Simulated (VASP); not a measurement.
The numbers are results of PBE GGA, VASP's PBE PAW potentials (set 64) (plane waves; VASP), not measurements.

A VASP calculation is set up with these files.

File KPOINTS:
```
kpoints
0
Gamma
  7 7 2
```

### POSCAR
```
Tm
1
    3.5113440000     0.0000000000     0.0000000000
   -1.7556720000     3.0409130000     0.0000000000
    0.0000000000     0.0000000000    11.2977710000
Tm
4
Direct
  0.0000000000   0.0000000000   0.0000000000
  0.0000000000   0.0000000000   0.5000000000
  0.3333330000   0.6666670000   0.2500000000
  0.6666670000   0.3333330000   0.7500000000
```

INCAR:
```
ALGO = Normal
EDIFF = 1E-6
ENCUT = 300
GGA = PE
ISIF = 2
ISMEAR = 1
ISPIN = 2
LASPH = .TRUE.
LCHARG = .FALSE.
LMAXMIX = 6
LORBIT = 11
LREAL = .FALSE.
LWAVE = .FALSE.
MAGMOM = 4*2.0
NBANDS = 110
NELM = 100
PREC = Accurate
SIGMA = 0.136
SYSTEM = Tm
```

POTCAR, in this order: Tm (PBE.64 set). Program: vasp_std.

The run wrote:

OSZICAR:
```
...
DAV:  12    -0.488169531689E+02    0.66486E+00   -0.25468E-01 10296   0.384E+00    0.137E+02
DAV:  13    -0.351737754436E+02    0.13643E+02   -0.62061E+00  8198   0.184E+01    0.102E+02
DAV:  14    -0.205044262160E+02    0.14669E+02   -0.15790E+01  9704   0.220E+01    0.386E+01
DAV:  15    -0.170914168085E+02    0.34130E+01   -0.23270E+00 11114   0.139E+01    0.386E+01
DAV:  16    -0.160118632357E+02    0.10796E+01   -0.48452E-01 10522   0.100E+01    0.386E+01
DAV:  17    -0.161037298792E+02   -0.91867E-01   -0.23920E-01 10388   0.160E+00    0.390E+01
DAV:  18    -0.160822769968E+02    0.21453E-01   -0.20247E-02 10624   0.724E-01    0.379E+01
DAV:  19    -0.164943157152E+02   -0.41204E+00   -0.25066E-01 10106   0.287E+00    0.332E+01
DAV:  20    -0.165152543853E+02   -0.20939E-01   -0.13772E-02  9680   0.168E+00    0.325E+01
DAV:  21    -0.162434134107E+02    0.27184E+00   -0.33766E-02  8468   0.106E+01    0.376E+01
DAV:  22    -0.161231860205E+02    0.12023E+00   -0.98751E-01 10086   0.399E+00    0.411E+01
DAV:  23    -0.160986252221E+02    0.24561E-01   -0.53098E-02  7962   0.130E+00    0.409E+01
DAV:  24    -0.161161328087E+02   -0.17508E-01   -0.81162E-03 10648   0.535E-01    0.410E+01
DAV:  25    -0.161292520965E+02   -0.13119E-01   -0.19835E-03  9804   0.512E-01    0.409E+01
DAV:  26    -0.159833588689E+02    0.14589E+00   -0.17223E-02  8976   0.364E+00    0.393E+01
DAV:  27    -0.154004653803E+02    0.58289E+00   -0.23446E-01  9128   0.648E+00    0.335E+01
DAV:  28    -0.147349710534E+02    0.66549E+00   -0.33368E+00  8292   0.175E+01    0.277E+01
DAV:  29    -0.151679301574E+02   -0.43296E+00   -0.39209E-01  9264   0.679E+00    0.322E+01
DAV:  30    -0.156190409844E+02   -0.45111E+00   -0.12317E+00  9238   0.245E+00    0.379E+01
DAV:  31    -0.156273712591E+02   -0.83303E-02   -0.51863E-02 10094   0.416E+00    0.306E+01
DAV:  32    -0.156647746624E+02   -0.37403E-01   -0.39843E-02  9702   0.991E-01    0.292E+01
DAV:  33    -0.158515219018E+02   -0.18675E+00   -0.20590E-01  9770   0.233E+00    0.352E+01
DAV:  34    -0.157457241366E+02    0.10580E+00   -0.17443E-02  9526   0.160E+00    0.327E+01
DAV:  35    -0.155548808056E+02    0.19084E+00   -0.39680E-01 10054   0.341E+00    0.244E+01
DAV:  36    -0.156624030977E+02   -0.10752E+00   -0.78856E-02 10034   0.232E+00    0.209E+01
DAV:  37    -0.157152923906E+02   -0.52889E-01   -0.37200E-02 10050   0.259E+00    0.198E+01
DAV:  38    -0.157810940547E+02   -0.65802E-01   -0.81445E-02 10018   0.304E+00    0.210E+01
DAV:  39    -0.157653990131E+02    0.15695E-01   -0.17265E-01  9108   0.392E+00    0.227E+01
DAV:  40    -0.156853906953E+02    0.80008E-01   -0.28037E-02  9304   0.262E+00    0.210E+01
DAV:  41    -0.156652413185E+02    0.20149E-01   -0.90758E-03 10502   0.117E+00    0.207E+01
DAV:  42    -0.156616316317E+02    0.36097E-02   -0.33199E-03 10838   0.593E-01    0.209E+01
DAV:  43    -0.156534844910E+02    0.81471E-02   -0.91501E-04 11788   0.562E-01    0.210E+01
DAV:  44    -0.156242455955E+02    0.29239E-01   -0.63546E-03 10494   0.168E+00    0.217E+01
DAV:  45    -0.157073227632E+02   -0.83077E-01   -0.19735E-02  9204   0.307E+00    0.221E+01
DAV:  46    -0.156753055803E+02    0.32017E-01   -0.14974E-02  9248   0.366E+00    0.196E+01
DAV:  47    -0.156240750772E+02    0.51231E-01   -0.52849E-02  8976   0.519E+00    0.180E+01
DAV:  48    -0.156397004287E+02   -0.15625E-01   -0.15644E+00 10058   0.455E+00    0.136E+01
DAV:  49    -0.156941812861E+02   -0.54481E-01   -0.26112E-02  7450   0.655E-01    0.141E+01
DAV:  50    -0.156703979456E+02    0.23783E-01   -0.29974E-03 10144   0.241E-01    0.140E+01
DAV:  51    -0.164639516869E+02   -0.79355E+00   -0.10841E+00  8716   0.134E+01    0.261E+01
DAV:  52    -0.162494181253E+02    0.21453E+00   -0.41919E-02  9152   0.365E+00    0.252E+01
DAV:  53    -0.160706894988E+02    0.17873E+00   -0.22470E-02  9748   0.271E+00    0.246E+01
DAV:  54    -0.160780433109E+02   -0.73538E-02   -0.15404E-02  8624   0.441E-01    0.247E+01
DAV:  55    -0.160714510131E+02    0.65923E-02   -0.61268E-04 11112   0.249E-01    0.246E+01
DAV:  56    -0.163502281445E+02   -0.27878E+00   -0.14868E-01  8624   0.673E+00    0.272E+01
DAV:  57    -0.160726605130E+02    0.27757E+00   -0.20925E-01  8850   0.354E+00    0.210E+01
DAV:  58    -0.158822042528E+02    0.19046E+00   -0.86595E-02  9250   0.444E+00    0.165E+01
DAV:  59    -0.156545412559E+02    0.22766E+00   -0.19119E-01  9152   0.356E+00    0.108E+01
DAV:  60    -0.156084882670E+02    0.46053E-01   -0.27641E-01  8948   0.396E+00    0.995E+00
DAV:  61    -0.163215166607E+02   -0.71303E+00   -0.20216E+00  8588   0.139E+01    0.301E+01
DAV:  62    -0.162405039226E+02    0.81013E-01   -0.11333E-01  8356   0.436E+00    0.292E+01
DAV:  63    -0.160923141258E+02    0.14819E+00   -0.26388E-02  9004   0.368E+00    0.287E+01
DAV:  64    -0.158928703991E+02    0.19944E+00   -0.46295E-02  8998   0.380E+00    0.276E+01
DAV:  65    -0.156037119460E+02    0.28916E+00   -0.22282E-01  9402   0.460E+00    0.210E+01
DAV:  66    -0.155753907150E+02    0.28321E-01   -0.94410E-02  8880   0.256E+00    0.179E+01
DAV:  67    -0.156714529660E+02   -0.96062E-01   -0.22749E-02  9042   0.162E+00    0.181E+01
DAV:  68    -0.156199744009E+02    0.51479E-01   -0.19527E-02  9156   0.123E+00    0.190E+01
DAV:  69    -0.156304743053E+02   -0.10500E-01   -0.33311E-03  9274   0.211E-01    0.190E+01
DAV:  70    -0.156326595277E+02   -0.21852E-02   -0.18606E-04 10698   0.404E-02    0.190E+01
DAV:  71    -0.156779076524E+02   -0.45248E-01   -0.13096E-01  8868   0.286E+00    0.129E+01
DAV:  72    -0.156851541669E+02   -0.72465E-02   -0.73286E-02  8584   0.347E+00    0.107E+01
DAV:  73    -0.157145589278E+02   -0.29405E-01   -0.23030E-02  9658   0.182E+00    0.126E+01
DAV:  74    -0.157144433472E+02    0.11558E-03   -0.61134E-03  9102   0.554E-01    0.135E+01
DAV:  75    -0.157529911784E+02   -0.38548E-01   -0.44318E-03  9634   0.990E-01    0.149E+01
DAV:  76    -0.157307735468E+02    0.22218E-01   -0.82480E-01  8920   0.103E+01    0.495E+00
DAV:  77    -0.157659521655E+02   -0.35179E-01   -0.28910E-02  8592   0.400E+00    0.432E+00
DAV:  78    -0.157329699288E+02    0.32982E-01   -0.39686E-02  8428   0.416E+00    0.399E+00
DAV:  79    -0.157312520223E+02    0.17179E-02   -0.12919E-02  8820   0.109E+00    0.386E+00
DAV:  80    -0.157214476542E+02    0.98044E-02   -0.13594E-02 10502   0.184E+00    0.425E+00
DAV:  81    -0.156958195214E+02    0.25628E-01   -0.50499E-02  9068   0.401E+00    0.369E+00
DAV:  82    -0.157389053265E+02   -0.43086E-01   -0.37386E-02 10072   0.366E+00    0.359E+00
DAV:  83    -0.157380458556E+02    0.85947E-03   -0.63136E-03  9360   0.120E+00    0.320E+00
DAV:  84    -0.157421370655E+02   -0.40912E-02   -0.58065E-03  9696   0.874E-01    0.359E+00
DAV:  85    -0.157565255426E+02   -0.14388E-01   -0.61743E-03 10762   0.943E-01    0.466E+00
DAV:  86    -0.157631589976E+02   -0.66335E-02   -0.14961E-02  9456   0.256E+00    0.715E+00
DAV:  87    -0.157789798114E+02   -0.15821E-01   -0.24664E-02 10566   0.160E+00    0.102E+01
DAV:  88    -0.157813411808E+02   -0.23614E-02   -0.30946E-03  8958   0.540E-01    0.104E+01
DAV:  89    -0.157703576510E+02    0.10984E-01   -0.34410E-03 10774   0.862E-01    0.951E+00
DAV:  90    -0.157320820097E+02    0.38276E-01   -0.31143E-02  8620   0.256E+00    0.923E+00
DAV:  91    -0.157192775551E+02    0.12804E-01   -0.31494E-02  9374   0.194E+00    0.602E+00
DAV:  92    -0.157113847607E+02    0.78928E-02   -0.27591E-02  9006   0.195E+00    0.845E+00
DAV:  93    -0.156970991138E+02    0.14286E-01   -0.82534E-03  9382   0.108E+00    0.659E+00
DAV:  94    -0.156895398717E+02    0.75592E-02   -0.57749E-03  9974   0.111E+00    0.489E+00
DAV:  95    -0.156809293118E+02    0.86106E-02   -0.13390E-03  9302   0.969E-01    0.481E+00
DAV:  96    -0.157274165078E+02   -0.46487E-01   -0.85129E-02  8352   0.373E+00    0.234E+00
DAV:  97    -0.157251044517E+02    0.23121E-02   -0.98937E-03  9092   0.168E+00    0.270E+00
DAV:  98    -0.157333259747E+02   -0.82215E-02   -0.75411E-03  9204   0.161E+00    0.416E+00
DAV:  99    -0.157197072009E+02    0.13619E-01   -0.95411E-03  9728   0.156E+00    0.474E+00
DAV: 100    -0.156896767462E+02    0.30030E-01   -0.79928E-03  9844   0.213E+00
   1 F= -.15689677E+02 E0= -.15678416E+02  d E =-.337808E-01  mag=     4.4561
```

File OUTCAR:
```
------------------------ aborting loop EDIFF was not reached (unconverged)  ----------------------------
  FORCE on cell =-STRESS in cart. coord.  units (eV):
  Direction    XX          YY          ZZ          XY          YZ          ZX
  --------------------------------------------------------------------------------------
  Total       15.9699872     15.9699861     28.9401470      0.0000000     -0.0000000      0.0000000
  in kB      212.1021204    212.1021057    384.3626450      0.0000000     -0.0000000      0.0000000
  external PRESSURE =     269.5222904 kB  Pullay stress =       0.0000000 kB
  volume of cell :      120.63
      direct lattice vectors                 reciprocal lattice vectors
     3.511344000  0.000000000  0.000000000     0.284791237  0.164424303  0.000000000
    -1.755672000  3.040913000  0.000000000     0.000000000  0.328848606  0.000000000
     0.000000000  0.000000000 11.297771000     0.000000000  0.000000000  0.088513035
 POSITION                                       TOTAL-FORCE (eV/Angst)
 -----------------------------------------------------------------------------------
      0.00000      0.00000      0.00000        -0.000000      0.000000      0.000000
      0.00000      0.00000      5.64889        -0.000000      0.000000      0.000000
     -0.00000      2.02728      2.82444        -0.000000      0.000000     -0.000000
      1.75567      1.01364      8.47333         0.000000      0.000000     -0.000000
 -----------------------------------------------------------------------------------
    total drift:                                0.000000     -0.000000      0.000000
  FREE ENERGIE OF THE ION-ELECTRON SYSTEM (eV)
  ---------------------------------------------------
  free  energy   TOTEN  =       -15.6896767462 eV

  energy  without entropy=      -15.6558959060  energy(sigma->0) =      -15.67841647

 total charge

# of ion       s       p       d       f       tot
--------------------------------------------------
    1        2.219   5.937   0.429  12.196  20.782
    2        2.219   5.937   0.429  12.196  20.782
    3        2.221   5.933   0.422  12.658  21.234
    4        2.221   5.933   0.422  12.658  21.234
--------------------------------------------------
tot          8.880  23.740   1.703  49.709  84.032

 magnetization (x)

# of ion       s       p       d       f       tot
--------------------------------------------------
    1        0.002  -0.030  -0.050   1.584   1.506
    2        0.002  -0.030  -0.050   1.584   1.506
    3        0.003  -0.039  -0.062   1.146   1.047
    4        0.003  -0.039  -0.062   1.146   1.047
--------------------------------------------------
tot          0.009  -0.138  -0.224   5.459   5.106
```
(Selected blocks of OUTCAR.)

stdout:
```
...
DAV:  81    -0.156958195214E+02    0.25628E-01   -0.50499E-02  9068   0.401E+00    0.369E+00
DAV:  82    -0.157389053265E+02   -0.43086E-01   -0.37386E-02 10072   0.366E+00    0.359E+00
DAV:  83    -0.157380458556E+02    0.85947E-03   -0.63136E-03  9360   0.120E+00    0.320E+00
DAV:  84    -0.157421370655E+02   -0.40912E-02   -0.58065E-03  9696   0.874E-01    0.359E+00
DAV:  85    -0.157565255426E+02   -0.14388E-01   -0.61743E-03 10762   0.943E-01    0.466E+00
DAV:  86    -0.157631589976E+02   -0.66335E-02   -0.14961E-02  9456   0.256E+00    0.715E+00
DAV:  87    -0.157789798114E+02   -0.15821E-01   -0.24664E-02 10566   0.160E+00    0.102E+01
DAV:  88    -0.157813411808E+02   -0.23614E-02   -0.30946E-03  8958   0.540E-01    0.104E+01
DAV:  89    -0.157703576510E+02    0.10984E-01   -0.34410E-03 10774   0.862E-01    0.951E+00
DAV:  90    -0.157320820097E+02    0.38276E-01   -0.31143E-02  8620   0.256E+00    0.923E+00
DAV:  91    -0.157192775551E+02    0.12804E-01   -0.31494E-02  9374   0.194E+00    0.602E+00
DAV:  92    -0.157113847607E+02    0.78928E-02   -0.27591E-02  9006   0.195E+00    0.845E+00
DAV:  93    -0.156970991138E+02    0.14286E-01   -0.82534E-03  9382   0.108E+00    0.659E+00
DAV:  94    -0.156895398717E+02    0.75592E-02   -0.57749E-03  9974   0.111E+00    0.489E+00
DAV:  95    -0.156809293118E+02    0.86106E-02   -0.13390E-03  9302   0.969E-01    0.481E+00
DAV:  96    -0.157274165078E+02   -0.46487E-01   -0.85129E-02  8352   0.373E+00    0.234E+00
DAV:  97    -0.157251044517E+02    0.23121E-02   -0.98937E-03  9092   0.168E+00    0.270E+00
DAV:  98    -0.157333259747E+02   -0.82215E-02   -0.75411E-03  9204   0.161E+00    0.416E+00
DAV:  99    -0.157197072009E+02    0.13619E-01   -0.95411E-03  9728   0.156E+00    0.474E+00
DAV: 100    -0.156896767462E+02    0.30030E-01   -0.79928E-03  9844   0.213E+00

 -----------------------------------------------------------------------------
|                                                                             |
|           W    W    AA    RRRRR   N    N  II  N    N   GGGG   !!!           |
|           W    W   A  A   R    R  NN   N  II  NN   N  G    G  !!!           |
|           W    W  A    A  R    R  N N  N  II  N N  N  G       !!!           |
|           W WW W  AAAAAA  RRRRR   N  N N  II  N  N N  G  GGG   !            |
|           WW  WW  A    A  R   R   N   NN  II  N   NN  G    G                |
|           W    W  A    A  R    R  N    N  II  N    N   GGGG   !!!           |
|                                                                             |
|     The electronic self-consistency was not achieved in the given           |
|     number of steps (NELM). The forces and other quantities evaluated       |
|     might not be reliable so examine the results carefully. If you find     |
|     spurious results, we suggest increasing NELM, if you were close to      |
|     convergence or switching to a different ALGO or adjusting the           |
|     density mixing parameters otherwise.                                    |
|                                                                             |
 -----------------------------------------------------------------------------

   1 F= -.15689677E+02 E0= -.15678416E+02  d E =-.337808E-01  mag=     4.4561
```

Convergence was not reached.

At this cut-off the stress carries a Pulay error, which pulls relaxed volumes low.

The structure was generated: Tm was put into an ordered model structure, which need not be its known phase. The cell was not relaxed at this level. The run is one of a series of settings (NBANDS = 110 against the base run), some of them coarse on purpose.
